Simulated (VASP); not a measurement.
# Pressure and energy of WSi₂ (I4/mmm) within 6% of its equilibrium volume, PBE + D3(BJ)

A press for high-pressure synthesis needs a marker inside the sample chamber: an inert powder whose cell volume, read by X-ray diffraction, tells the pressure. We consider tungsten disilicide for this task at room temperature and look for the compression at which to set a check point. Our own limits are a ceiling of 15 GPa for the press, a volume reading good to 0.1%, and a pressure that this reading error shifts by no more than 4%.

The table gives the pressure, positive in compression, and the energy per atom above the lowest row. Both are listed against the volume change from the fitted equilibrium volume of the same calculation, so the marker's volume must likewise be taken relative to its own volume at zero pressure.

## How the numbers were made

A cell from a diffraction database, relaxed at this level and then scaled evenly, fractional positions kept. VASP 6.6.1, plane waves with PAW, PBE + D3(BJ), cutoff 400 eV, k mesh 10×10×10, no spin polarisation, no spin-orbit coupling, static lattice. A Birch-Murnaghan fit to the energies has its minimum at 13.23 Å³ per atom.

Notes on method and selection:

- The pressure is that of a finite plane-wave basis, so it need not vanish exactly at the minimum of the energy.
- Only series whose fit has its minimum inside the range and an error under 0.5 meV per atom are shown.
- Where rows or columns differ in functional or spin-orbit coupling, non-spherical gradient terms in the PAW spheres (LASPH) may be on in some and off in others.
- Runs that did not converge, have known faults or may not be shown are not listed, and runs on Ansatz's PAW sets soft_1 and soft_2 are kept to separate tables.

Columns:

- volume change (%): volume relative to the fitted equilibrium volume.
- pressure (GPa): pressure from the stress tensor (positive: compressed).
- energy (meV/atom): energy per atom above the lowest point of the series.

Input lines of one member:

```
PREC = Accurate
ENCUT = 400
EDIFF = 1E-06
NELM = 100
ISMEAR = 0
SIGMA = 0.05
LREAL = .FALSE.
ALGO = Normal
GGA = PE
IVDW = 12
NBANDS = 13
LASPH = .TRUE.
LORBIT = 11
KPAR = 2
ISIF = 2
```

Command (options for logging and memory left out): `mpirun -np 2 vasp_std`

## Data

```
member    volume change (%)  pressure (GPa)  energy (meV/atom)
12.43 Å³  −6.02              17.36           41.0
12.69 Å³  −4.02              10.93           17.6
12.96 Å³  −2.02              5.17            4.3
13.22 Å³  −0.03              0.00            0.0
13.49 Å³  1.97               −4.64           3.8
13.75 Å³  3.97               −8.79           14.8
14.02 Å³  5.97               −12.52          32.4
```

Least-squares fits to the whole series, with x = volume change (%); R² and errors in the fitted variable (y, or ln y where the fit is in ln y):

```
y                  members  fit                                     R²    rms residual  leave-one-out rms  the same for the mean of the others
pressure (GPa)     7        y = −0.069205 − 2.4795 x + 0.067536 x²  1.00  0.050         0.14               12
energy (meV/atom)  7        y = −0.05056 − 0.5193 x + 1.021 x²      1.00  0.82          2.2                17
```

## Why the values move as they do

The pressure falls steadily from 17.36 GPa at −6.02% to −12.52 GPa at 5.97%, and the fall becomes gentler as the cell grows. Between the two most compressed rows it is (17.36 − 10.93) / 2.00 = 3.22 GPa per percent of volume; between the two most expanded rows it is (12.52 − 8.79) / 2.00 = 1.87 GPa per percent.

Across the minimum the slope is (5.17 + 4.64) / (2.02 + 1.97) = 2.46 GPa per percent, which corresponds to a bulk modulus B of about 100 × 2.46 = 246 GPa. This is a stiff solid, as expected where strong W–Si and Si–Si bonds form a dense network.

The energy rises on both sides of the minimum, since the pressure is minus its slope with volume. For a perfectly harmonic solid it would be E = ½ B V₀ e², with V₀ = 13.23 Å³ per atom, e the fractional volume change and 1 eV/Å³ = 160.2 GPa. At e = −4.02 / 100 = −0.0402 this gives, in meV, 1000 × 0.5 × 246 / 160.2 × 13.23 × 0.0402² = 16.4 per atom, against 17.6 in the table. At e = 3.97 / 100 = 0.0397 it gives 16.0 against 14.8. Compression therefore costs more than the harmonic value and expansion less.

The reason lies in the shape of the bonding energy. Even scaling changes every bond length by the same fraction, about 2% at the ends of the series. When atoms approach, the repulsion between overlapping closed shells and filled bonds grows steeply; when they separate, the attraction fades more slowly. The solid thus stiffens under pressure and softens under tension. The columns show this asymmetry directly, while its division into repulsion and attraction comes from general bonding theory.

## Members off the line

All seven rows lie on one smooth curve, and the two columns support each other. From −6.02% to −4.02% the energy drops by 41.0 − 17.6 = 23.4 meV per atom over (6.02 − 4.02) / 100 × 13.23 = 0.265 Å³, which means a mean pressure of 23.4 / 1000 / 0.265 × 160.2 = 14.1 GPa. The average of the two tabulated pressures is also 14.1 GPa.

The quadratic fit to the energy misses most rows by nearly 1 meV per atom, with signs that alternate in groups along the series. This is the mark of a missing cubic term, not of faulty rows.

The pressure reads 0.00 GPa at −0.03%, where the slope would suggest 0.03 × 2.46 = 0.07 GPa. An offset of this size is normal for a finite plane-wave basis and is negligible for the marker.

## Selection

The three expanded rows are under tension, which a press cannot apply, and the row at −0.03% has no pressure to read. Three compressed rows remain.

The pressure error caused by the volume reading is δp = s × δx, with δx = 0.1% and s the local slope. A stiffer marker has a larger s and so reads more coarsely at a given pressure. We take s from the two neighbouring rows, or from the single neighbour at the end of the series.

- **−2.02%:** s = (10.93 − 0.00) / (4.02 − 0.03) = 2.74 GPa per percent, so δp = 0.27 GPa, or 5.3% of 5.17 GPa. It meets the ceiling but misses the 4% limit.
- **−4.02%:** s = (17.36 − 5.17) / 4.00 = 3.05 GPa per percent, so δp = 0.30 GPa, or 2.8% of 10.93 GPa. It meets both limits.
- **−6.02%:** s = 3.22 GPa per percent, so δp = 0.32 GPa, or 1.9% of 17.36 GPa. It reads most finely but exceeds the ceiling.

The pick is −4.02%. The runner-up is −2.02%, which would qualify if the volume were read to 0.07%: 0.07 × 2.74 / 5.17 = 0.037, or 3.7%.

Calculations of this kind often miss a bulk modulus by roughly 10%. Applied to the pressure scale, that puts the pick between 9.8 and 12.0 GPa, still below the ceiling, and the −6.02% row at 0.9 × 17.36 = 15.6 GPa or more. The two directions are not equally likely. The cell from the diffraction database shrank when it was relaxed, so the real solid at zero pressure is probably larger than the calculated one, and the table shows that the solid softens as it grows. The real pressures are thus more likely to lie below the listed ones than above them. The percentages for δp do not change, because slope and pressure scale together. The marker is therefore more repeatable than it is accurate, and an absolute scale calls for a measured compression curve.

The pick would be overturned if the real pressures were lower by more than 14% (15 / 17.36 = 0.864), for then −6.02% would be admitted and, with its finer reading, preferred. A stiffness calculated 10% too high would use up most of that margin. Relaxing the axial ratio and the silicon positions at each volume, which is left out here, acts in the same direction, since it lowers the energy cost of a given compression. The exclusion of −6.02% is therefore likely, not certain. The stress is also larger along the tetragonal axis than across it, so the marker's volume should be obtained from both lattice parameters, not from one.

## Conclusions and limits

Between −6% and 6% the quadratic fit gives the pressure that this calculation would yield at a volume between the rows to about 0.14 GPa. That is the error of interpolation, not of the pressure scale. At −3% it yields −0.069205 + 2.4795 × 3 + 0.067536 × 9 = 7.98 GPa.

No omitted effect that we expect approaches the full pressure span of 30 GPa, but two can far exceed the reading error. Heating at fixed volume adds a positive pressure, roughly 5 GPa per 1000 K in a stiff solid like this one; for use at room temperature, a zero-pressure volume measured at the same temperature removes most of it. The calculated equilibrium volume is probably too small; if it is so by 1 to 2%, absolute volumes would give a pressure too low by roughly 2 to 5 GPa. Relative volumes remove most of that shift, but not the excess stiffness that goes with too small a cell, so the pressures listed for the compressed rows are more likely too high than too low.

[Logs are printed without paths, hosts, clocks, repeated set-up lines and the standing remarks that a program may print on its own settings, such as how far it seeks lower states.]
